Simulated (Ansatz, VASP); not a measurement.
**Cross-check of Mo2W (Mo2W in the C11b ordering) between VASP and Ansatz**

One calculation is typed for both programs; each brings its own data sets. How far apart do they land? The cell is generated by rule, not measured, and may not be a known phase. The cell is taken from a series of runs on this material, whose earlier steps may have relaxed, scaled, displaced or heated it; both programs get it as it stands.

Main program and level: Ansatz 0.2.0; plane waves, with VASP 6.6.1 beside it; relaxation of cell and atoms at PBEsol and zone-centre phonons at PBEsol.

The structure was built from a prototype and need not be the compound's stable phase.

## (1) Set-up

Symmetry: I4/mmm, No. 139, tetragonal system. Conventional cell: a = 3.138 Å, b = 3.138 Å, c = 9.407 Å, α = 90.00°, β = 90.00°, γ = 90.00°. Nearest to W lie 8 Mo at 2.72 Å. Nearest to Mo lie 4 Mo at 2.72 Å and 4 W at 2.72 Å. Farther neighbours are not listed.

Coordinates:

```cif
data_structure
_symmetry_space_group_name_H-M 'P 1'
_symmetry_Int_Tables_number 1
_cell_length_a 3.1380
_cell_length_b 3.1380
_cell_length_c 5.2008
_cell_angle_alpha 72.441
_cell_angle_beta 72.441
_cell_angle_gamma 90.000
_cell_volume 46.32
loop_
_atom_site_label
_atom_site_type_symbol
_atom_site_fract_x
_atom_site_fract_y
_atom_site_fract_z
_atom_site_occupancy
W1 W 0.00000 0.00000 0.00000 1
Mo2 Mo 0.66667 0.66667 0.66666 1
Mo3 Mo 0.33333 0.33333 0.33334 1
```

## (2) VASP: relaxation of cell and atoms, PBEsol

The relaxed volume is the usual yardstick between codes: in a stiff, nearly cubic crystal its relative difference is about their pressure difference at one cell divided by the bulk modulus.

Lines of VASP's logs that name or quote its potential files are left out, and so is its time.

Contents of INCAR:

```
SYSTEM = Mo2W
PREC = Accurate
ENCUT = 600
EDIFF = 1E-07
NELM = 120
ISMEAR = 1
SIGMA = 0.2
LREAL = .FALSE.
ALGO = Normal
GGA = PS
NBANDS = 23
LASPH = .TRUE.
LORBIT = 11
LWAVE = .FALSE.
LCHARG = .FALSE.
ISIF = 3
IBRION = 2
NSW = 80
EDIFFG = -0.005
GGA_COMPAT = .FALSE.
NELMIN = 4
KPAR = 2
```

Contents of POSCAR:

```
Mo2W
1.0
    3.1379610000      0.0000000000      0.0000000000
    0.0000000000      3.1379610000      0.0000000000
    1.5689800000      1.5689800000      4.7036600000
W Mo
1 2
Direct
    0.0000000000      0.0000000000      0.0000000000
    0.6666693596      0.6666693596      0.6666612808
    0.3333306404      0.3333306404      0.3333387192
```

Contents of KPOINTS:

```
Automatic mesh
0
Gamma
10 10 10
0 0 0
```

PAW data sets: W and Mo_sv (PBE family, release 64).

Command:

```console
$ mpirun -np 2 vasp_std
```

Numbers of over 12 decimals in the logs are rounded to 6 here.

The program printed:

```text
[banner, memory and clock lines left out]
running    2 mpi-ranks, on    1 nodes
 distrk:  each k-point on    1 cores,    2 groups
 distr:  one band on    1 cores,    1 groups

 POSCAR found type information on POSCAR W Mo
 POSCAR found :  2 types and       3 ions
|                                                                             |
|               ----> ADVICE to this user running VASP <----                  |
|                                                                             |
|     You enforced a specific xc type in the INCAR file but a different       |
|     [... a line on the potential file left out ...]
|     I HOPE YOU KNOW WHAT YOU ARE DOING!                                     |
|                                                                             |

 LDA part: xc-table for (Slater+PW92), standard interpolation
 POSCAR, INCAR and KPOINTS ok, starting setup
 FFT: planning ... GRIDC
 FFT: planning ... GRID_SOFT
 FFT: planning ... GRID
 WAVECAR not read
 entering main loop
       N       E                     dE             d eps       ncg     rms          rms(c)
DAV:   1     0.366122736755E+03    0.36612E+03   -0.22043E+04  4884   0.167E+03
DAV:   2    -0.272782774241E+02   -0.39340E+03   -0.38206E+03  5385   0.495E+02
DAV:   3    -0.395051377761E+02   -0.12227E+02   -0.11856E+02  6369   0.803E+01
DAV:   4    -0.396724616134E+02   -0.16732E+00   -0.16700E+00  5000   0.906E+00
DAV:   5    -0.396759070161E+02   -0.34454E-02   -0.34442E-02  6093   0.116E+00    0.318E+01
DAV:   6    -0.378768804082E+02    0.17990E+01   -0.33402E+00  4853   0.142E+01    0.127E+01
DAV:   7    -0.375446480504E+02    0.33223E+00   -0.14627E+00  6494   0.728E+00    0.208E+00
DAV:   8    -0.374694745335E+02    0.75174E-01   -0.59163E-01  6587   0.442E+00    0.215E+00
DAV:   9    -0.374453203753E+02    0.24154E-01   -0.75535E-02  6539   0.194E+00    0.461E-01
DAV:  10    -0.374446519478E+02    0.66843E-03   -0.27585E-03  5776   0.434E-01    0.779E-02
DAV:  11    -0.374446349003E+02    0.17047E-04   -0.28556E-04  6227   0.107E-01    0.647E-02
DAV:  12    -0.374446377381E+02   -0.28378E-05   -0.13041E-05  5802   0.264E-02    0.165E-02
DAV:  13    -0.374446380555E+02   -0.31735E-06   -0.20709E-06  5380   0.130E-02    0.282E-03
DAV:  14    -0.374446379861E+02    0.69398E-07   -0.21822E-07  4137   0.350E-03
   1 F= -.37444638E+02 E0= -.37444569E+02  d E =-.374446E+02
[...]
2 F= -.37443515E+02 E0= -.37443413E+02  d E =0.112294E-02
[...]
3 F= -.37444792E+02 E0= -.37444713E+02  d E =-.153993E-03
 curvature:  -0.13 expect dE=-0.734E-05 dE for cont linesearch -0.195E-08
 trial: gam= 0.05164 g(F)=  0.499E-04 g(S)=  0.736E-05 ort =-0.425E-05 (trialstep = 0.852E+00)
 search vector abs. value=  0.600E-04
 bond charge predicted
       N       E                     dE             d eps       ncg     rms          rms(c)
DAV:   1    -0.374447842224E+02    0.77046E-05   -0.13915E-02  4692   0.118E+00    0.482E-02
DAV:   2    -0.374448191436E+02   -0.34921E-04   -0.49709E-04  5333   0.207E-01    0.127E-02
DAV:   3    -0.374448169786E+02    0.21650E-05   -0.20151E-05  6575   0.324E-02    0.170E-02
DAV:   4    -0.374448156897E+02    0.12889E-05   -0.39220E-06  6290   0.151E-02    0.832E-03
DAV:   5    -0.374448154067E+02    0.28299E-06   -0.45732E-07  4317   0.610E-03    0.320E-03
DAV:   6    -0.374448153035E+02    0.10324E-06   -0.38489E-08  2584   0.189E-03    0.481E-04
DAV:   7    -0.374448152917E+02    0.11749E-07   -0.60318E-09  2451   0.845E-04
   4 F= -.37444815E+02 E0= -.37444737E+02  d E =-.233127E-04
 trial-energy change:   -0.000023  1 .order   -0.000023   -0.000049    0.000002
 step:   0.8162(harm=  0.8162)  dis= 0.00097  next Energy=   -37.444815 (dE=-0.233E-04)
 reached required accuracy - stopping structural energy minimisation
```

Parts of OUTCAR (step 2):

```text
ion  position               nearest neighbor table
   1  0.000  0.000  0.000-   2 2.72   3 2.72   2 2.72   2 2.72   3 2.72   3 2.72   2 2.72   3 2.72
                             3 3.14   2 3.14
   2  0.667  0.667  0.667-   3 2.72   3 2.72   3 2.72   3 2.72   1 2.72   1 2.72   1 2.72   1 2.72
                             1 3.14   3 3.14
   3  0.333  0.333  0.333-   2 2.72   2 2.72   2 2.72   2 2.72   1 2.72   1 2.72   1 2.72   1 2.72
                             1 3.14   2 3.14

  LATTYP: Found a body centered tetragonal cell.
 ALAT       =     3.1379610000
 C/A-ratio  =     2.9979085145

 Subroutine GETGRP returns: Found 16 space group operations
 (whereof 16 operations were pure point group operations)

The static configuration has the point symmetry D_4h.

 Found    102 irreducible k-points:

   k-points           NKPTS =    102   k-points in BZ     NKDIM =    102   number of bands    NBANDS=     23

   dimension x,y,z NGX =    28 NGY =   28 NGZ =   42
   dimension x,y,z NGXF=    56 NGYF=   56 NGZF=   84

   ENCUT  =  600.0 eV  44.10 Ry    6.64 a.u.   6.27  6.27 10.39*2*pi/ulx,y,z

   NELECT =      34.0000    total number of electrons

 k-points in reciprocal lattice and weights: Automatic mesh
   0.00000000  0.00000000  0.00000000       0.001
   0.10000000  0.00000000 -0.00000000       0.008
   0.20000000  0.00000000 -0.00000000       0.008
   0.30000000  0.00000000  0.00000000       0.008
   0.40000000  0.00000000  0.00000000       0.008
   0.50000000  0.00000000 -0.00000000       0.004
   0.10000000  0.10000000 -0.00000000       0.008
   0.20000000  0.10000000 -0.00000000       0.016
   0.30000000  0.10000000  0.00000000       0.016
[...]
-0.10000000 -0.10000000  0.40000000       0.004
   0.00000000  0.00000000  0.50000000       0.001

 average (electrostatic) potential at core
       1 -34.2663       2 -70.3482       3 -70.3482

 E-fermi :  11.1285

 k-point     1 :       0.0000    0.0000    0.0000
  band No.  band energies     occupation
    ...
     12       6.9169      2.00000
     13       7.0005      2.00000
     14       9.7467      2.00000
     15       9.7518      2.00000
     16       9.7518      2.00000
     17      11.7439     -0.00012
     18      11.7439     -0.00012
     19      12.1133     -0.00000
     20      12.1133     -0.00000
     21      12.9623     -0.00000
    ...

 k-point     2 :       0.1000    0.0000   -0.0000
  band No.  band energies     occupation
    ...
     13       7.3131      2.00000
     14       9.6666      2.00000
     15       9.7291      2.00000
     16       9.9271      2.00000
     17      10.8471      2.06305
     18      11.3971     -0.06726
     19      11.5268     -0.01641
     20      12.0065     -0.00000
     21      12.6575     -0.00000
     22      13.0692     -0.00000
    ...

 k-point     3 :       0.2000    0.0000   -0.0000
  band No.  band energies     occupation
    ...
     14       9.4698      2.00000
     15       9.5142      2.00000
     16       9.6608      2.00000
     17      10.4631      2.00003
     18      10.7211      2.01417
     19      11.2907      0.01425
     20      11.6434     -0.00165
     21      11.9182     -0.00000
     22      13.3372     -0.00000
     23      15.0455     -0.00000

  Total        0.0005933      0.0005933     -0.0009403      0.0000000      0.0000000      0.0000000
  in kB        0.0205589      0.0205589     -0.0325818      0.0000000      0.0000000      0.0000000
  external PRESSURE =       0.0028453 kB  Pullay stress =       0.0000000 kB

  energy-cutoff  :      600.00
  volume of cell :       46.24
      direct lattice vectors                 reciprocal lattice vectors
     3.135976761 -0.000000000  0.000000000     0.318879914  0.000000000 -0.106346671
    -0.000000000  3.135976761  0.000000000     0.000000000  0.318879914 -0.106346671
     1.567987881  1.567987881  4.701603136    -0.000000000 -0.000000000  0.212693409

 POSITION                                       TOTAL-FORCE (eV/Angst)
 -----------------------------------------------------------------------------------
      3.13598      3.13598      0.00000         0.000000      0.000000     -0.000000
      3.13598      3.13598      3.13582         0.000000      0.000000     -0.000980
      1.56799      1.56799      1.56579        -0.000000     -0.000000      0.000980
 -----------------------------------------------------------------------------------
    total drift:                               -0.000000     -0.000000      0.000000

  FREE ENERGIE OF THE ION-ELECTRON SYSTEM (eV)
  ---------------------------------------------------
  free  energy   TOTEN  =       -37.4448152917 eV

  energy  without entropy=      -37.4445815150  energy(sigma->0) =      -37.44473737

 reached required accuracy - stopping structural energy minimisation

 total charge
# of ion       s       p       d       tot
------------------------------------------
    1        0.699   0.693   4.158   5.551
    2        2.383   6.222   3.966  12.571
    3        2.383   6.222   3.966  12.571
--------------------------------------------------
tot          5.465  13.137  12.091  30.693

[... 3 further parts left out ...]
```

The data set W keeps the semicore shell frozen, which is cheaper and a little less accurate. The run keeps the 16 symmetry operations of its start, so it cannot find a distortion of lower symmetry.

## (3) Ansatz: relaxation of cell and atoms, PBEsol

Ansatz runs on its default PAW (the set named soft_2) files.

The same cell, functional, mesh and smearing now go to Ansatz, which takes its cutoff from its data sets.

Contents of input.yaml:

```yaml
crystal:
  lattice:
    - [3.1379608747, 0.0, 0.0]
    - [0.0, 3.1379608747, 0.0]
    - [1.5689804374, 1.5689804374, 4.7036602566]
  atoms:
    - { symbol: W, position: [0.0, 0.0, 0.0] }
    - { symbol: Mo, position: [0.6666693989, 0.6666693989, 0.6666612023] }
    - { symbol: Mo, position: [0.3333306011, 0.3333306011, 0.3333387977] }
kpoints:
  mp_grid: { grid: [10, 10, 10] }
hamiltonian:
  xc: pbesol
scf:
  occupations: { method: methfessel_paxton, width: 0.2 }
output:
  forces: true
  stress: true
  eigenvalues: true
relax:
  adjacent_minimum: "off"
  f_tol: 0.001
  max_steps: 60
  cell: { stress_tol: 0.01 }
```

Command:

```console
$ ansatz run input.yaml --threads 4 --pin off --max-ram 8192MiB --backend cpu --events-out ev --progress --plain --runs-dir out
```

The program printed:

```text
Engine: ansatz 0.2.0, aarch64-unknown-linux-gnu
Pseudopotentials: kind: paw
Pseudopotential: W, paw, valence charge 14, recommended cutoff 420 eV (normal), W.paw.azcp
Pseudopotential: Mo, paw, valence charge 14, recommended cutoff 420 eV (normal), Mo.paw.azcp
Functional definition: PBEsol
  exchange = pbesol_x
  correlation = pbesol_c
Crystal: 3 atoms, lattice volume = 46.316 Å³
Basis set: ecut = 420 eV, 915 PW (Γ), exchange–correlation on 48×48×72 points (8 copies of the dense FFT grid, shifted against one another)
Bands: 26, of which v1, the nominal top of the filled ones, is band 21 counted from 1 (20 counted from 0)
Symmetry: 16 space group operations
Space group: I4/mmm (ITA 139), of the structure as read, at distance tolerance 3.6e-5 Å
k-points: 102 of 1000
Non-local potential: W, projectors of the file, l = 0: 3, l = 1: 2, l = 2: 2, l = 3: 1
Non-local potential: Mo, projectors of the file, l = 0: 3, l = 1: 2, l = 2: 2, l = 3: 1
PAW form: soft (Blöchl's): semilocal exchange-correlation on the pseudo side does not see the compensation charge
PAW frozen core: W, regenerated for the run's functional, and the local potential with it (the file was generated under x = pbe(κ = 0.804, μ = 0.219515), c = pbe(β = 0.066725))
PAW frozen core: Mo, regenerated for the run's functional, and the local potential with it (the file was generated under x = pbe(κ = 0.804, μ = 0.219515), c = pbe(β = 0.066725))
PAW one-centre angular grid: W, 590 points (default); XC on 64 Gauss nodes
PAW one-centre angular grid: Mo, 590 points (default); XC on 64 Gauss nodes
Initial density: superposition of atomic densities (neutral atoms: chi_scale 0, normalization atom), corrected by the library's trained network
Initial wavefunctions: pseudopotential atomic-orbital guess
Functional: x = pbesol(κ = 0.804, μ = 0.123457), c = pbesol(β = 0.046)
SCF iter   1: F=—  HF=-20051.521384 eV  |F-HF|=—  |Δ(HF+E_count)|=         —  Δρ=5.17e-3  dr2=1.12e-2  ethr=1.77e-3  ⟨swp⟩=5.0  Hψ=10962  notcnv=0
preconditioner: auto → Kerker (q_TF=auto, 2.684 Å⁻¹)  [metal: Δε(μ)=0.018 eV  Ē_g=4.817 eV  σ=0.200 eV  W_gap=0.08  n_scr=12 (ndim 8)  ℏωp=23.1 eV  f_vac=0.000  D(μ)=1.74/eV (n_scr^D=10)]
SCF iter   2: F=—  HF=-20051.519664 eV  |F-HF|=—  |Δ(HF+E_count)|=   1.72e-3  S|Δr|=    0.00e0  Δρ=2.64e-3  dr2=2.51e-3  ethr=2.66e-5  ⟨swp⟩=1.1  Hψ=3512  notcnv=0
SCF iter   3: F=—  HF=-20051.519152 eV  |F-HF|=—  |Δ(HF+E_count)|=   5.12e-4  S|Δr|=    0.00e0  Δρ=3.48e-4  dr2=3.55e-5  ethr=5.99e-6  ⟨swp⟩=2.0  Hψ=3423  notcnv=0
SCF iter   4: F=—  HF=-20051.519142 eV  |F-HF|=—  |Δ(HF+E_count)|=   1.05e-5  S|Δr|=    0.00e0  Δρ=5.43e-5  dr2=1.05e-6  ethr=8.44e-8  ⟨swp⟩=2.0  Hψ=3489  notcnv=0
SCF iter   5: F=-20051.519141 eV  HF=-20051.519141 eV  |F-HF|=4.95e-9  |Δ(HF+E_count)|=   1.68e-7  S|Δr|=    0.00e0  Δρ=7.75e-6  dr2=2.06e-8  ethr=2.38e-10  ⟨swp⟩=6.4  Hψ=10431  notcnv=0
SCF 1 converged in 5 iterations: F = -20051.519141 eV  dr2 = 2.06e-8
  greatest PAW one-centre occupation: 1.000 electrons in one spin orbital (limit 2), on the W atom at site 0 (counted from 0), in its partial waves of l = 0
relax step   1: F+E_penalty+E_count = -20051.51914139 eV  Δ(F+E_penalty+E_count) = +0.000e0 eV  max|allowed force component| = 2.856e-3 eV/Å  Δτ_max = 0.0000 Å  P = -0.012 GPa  Ω = 46.316 Å³  (5 SCF iters, dr2 threshold 1.00e-7 eV, accepted)
[...]
relax step   2: F+E_penalty+E_count = -20051.51914009 eV  Δ(F+E_penalty+E_count) = +1.299e-6 eV  max|allowed force component| = 3.919e-3 eV/Å  Δτ_max = 0.0003 Å  P = +0.025 GPa  Ω = 46.310 Å³  energy of the carried Pulay correction = +1.518e-6 eV  (5 SCF iters, dr2 threshold 1.16e-9 eV, rejected (line search))
[...]
relax step   3: F+E_penalty+E_count = -20051.51914252 eV  Δ(F+E_penalty+E_count) = -1.134e-6 eV  max|allowed force component| = 1.330e-4 eV/Å  Δτ_max = 0.0001 Å  P = -0.001 GPa  Ω = 46.314 Å³  energy of the carried Pulay correction = +4.638e-7 eV  (6 SCF iters, accepted)
[...]
relax step   4: F+E_penalty+E_count = -20051.51914267 eV  Δ(F+E_penalty+E_count) = -1.503e-7 eV  max|allowed force component| = 1.327e-4 eV/Å  Δτ_max = 0.0000 Å  P = -0.001 GPa  Ω = 46.314 Å³  stress off target by 8.38e-4 GPa  SCF on the basis re-selected at this cell (its energy is not comparable with the rows above)  (4 SCF iters)
basis re-selected at this cell: Δ(F+E_penalty+E_count) = -1.503e-7 eV, ΔP = -0.000 GPa vs the last step (what re-selecting the basis moved, of the pressure what is left beyond the Pulay correction that the steps carried, after the strain that the cell walked since its last selection, with what the two solves' SCF thresholds leave and, on support functions, any second-order correction that the steps lacked; it is no m [...]
SCF converged after 4 iterations
Stability not checked: this state was not tested for a lower state beside it, because cold or Methfessel-Paxton smearing, or corrected tetrahedra, fill the levels in a way that the test cannot read (fill_not_monotonic; see scf.lower_state_search)
Free energy (F): -20051.519143 eV
Harris-Foulkes:  -20051.519143 eV  (|F-HF|=3.64e-12)
Internal energy: -20051.518920 eV  (E = F + TS)
E sigma→0 (E₀):  -20051.519087 eV
Entropy (-TS):   -0.000223 eV (-0.074 meV/atom)
Fermi energy:    21.909212 eV
--- Per-component energies (eV) ---
  E_band       = -178.597639
  E_kinetic    = 1333.780858
  E_local      = -2134.765226  (includes V_loc(G=0)·N_el)
  E_nonlocal   = 292.251449
  E_hartree    = 722.081733
  E_xc         = -630.829967
  E_vxc        = -696.657996  (∫ρ·V_xc dr)
  E_paw        = -14723.696874  (= ΣΔE_a)
  E_vpaw       = -417.370199  (= ΣTr[D̂ρ^β])
  E_aug_tail   = 0.000007  (compensation charges beyond the density's cutoff)
  E_ewald      = -4910.981290
  E_core_change = 0.640391  (= ΣΔE_core)
  E_smearing   = -0.000223  (= −TS)
  E_closure    = -0.000000  (closes the sum)
  Σ components = -20051.519143   (vs F -20051.519143, Δ=0.00e0)
--- Forces (eV/Å), atoms counted from 1 ---
  atom   1  W     -0.00000000    -0.00000000     0.00000000
  atom   2  Mo     0.00000000     0.00000000     0.00013268
  atom   3  Mo    -0.00000000    -0.00000000    -0.00013268
  max |Σ_I F_I| component: 2.17e-19 eV/Å
--- Stress (GPa, compression-positive) ---
       -0.000838       0.000000       0.000000
        0.000000      -0.000838       0.000000
        0.000000       0.000000      -0.000350
  P = ⅓ Tr σ = -0.0007 GPa (-0.007 kbar)
--- Band table (eV; the first three rows and the last of 102) ---
  k-point 0: bands = [... 17 lower, 20.5320, 20.5382, 20.5382, 22.5130, 22.5130, 22.9029, 22.9029, 23.7421, ... 1 higher]
  k-point 1: bands = [... 17 lower, 20.5291, 20.5291, 20.5782, 22.0287, 22.0287, 23.5012, 23.5012, 23.6152, ... 1 higher]
  k-point 2: bands = [... 17 lower, 20.5095, 20.5095, 20.7159, 21.5116, 21.5116, 23.1966, 23.2257, 23.9313, ... 1 higher]
  k-point 101: bands = [... 17 lower, 19.0867, 19.3173, 21.7241, 22.4246, 23.8369, 23.9595, 24.2728, 24.3381, ... 1 higher]
--- Relaxed structure (3 steps of the walk, 2 accepted, 1 SCFs on fresh bases) ---
  F+E_penalty+E_count = -20051.51914267 eV   max|allowed force component| = 1.327e-4 eV/Å   (the final SCF, on the basis selected at the relaxed cell)
  cell:  # Å, volume = 46.3141 Å³
    - [3.137828, 0, -1.6677539313767677e-11]
    - [0, 3.137828, -1.6677539311329892e-11]
    - [1.568914, 1.568914, 4.703870]
  atoms:
    - { symbol: W, position: [0, 0, 0] }
    - { symbol: Mo, position: [0.666683, 0.666683, 0.666634] }
    - { symbol: Mo, position: [0.333317, 0.333317, 0.333366] }
```

Reading the cycles: dr2 is the Hartree energy of the density residual (eV), the measure of convergence; HF is the Harris–Foulkes estimate of the energy, which meets the free energy F at convergence.

## (4) Comparison

Known differences besides the potentials themselves: the data sets hold 42 valence electrons in Ansatz (on its default PAW (the set named soft_2) files) and 34 in VASP; the cutoff is 420 eV in Ansatz and 600 eV in VASP; Ansatz makes its cores anew for this functional, VASP keeps those of its PBE data sets; Ansatz adds a Pulay correction to the stress that steers its cell, VASP none. Total energies have different zeros and are not compared.

Compared:

| quantity | Ansatz | VASP | difference |
| --- | --- | --- | --- |
| volume (Å³) | 46.31 | 46.24 | +0.17 % |
| edge a after relaxation, in the typed setting (Å) | 3.138 | 3.136 | +0.06 % |
| edge c after relaxation, in the typed setting (Å) | 5.201 | 5.198 | +0.05 % |

(Part 1 of 2 ends here.)

[Lines on the potential files, build, host, timing and source positions are cut from VASP's logs without a mark.]

[Logs are printed without paths, hosts, clocks, repeated set-up lines and the standing remarks that a program may print on its own settings, such as how far it seeks lower states.]

[Hosts, paths, dates, database ids (printed as entryN), source tags and the programs' standing remarks are cut or masked in the printed files.]
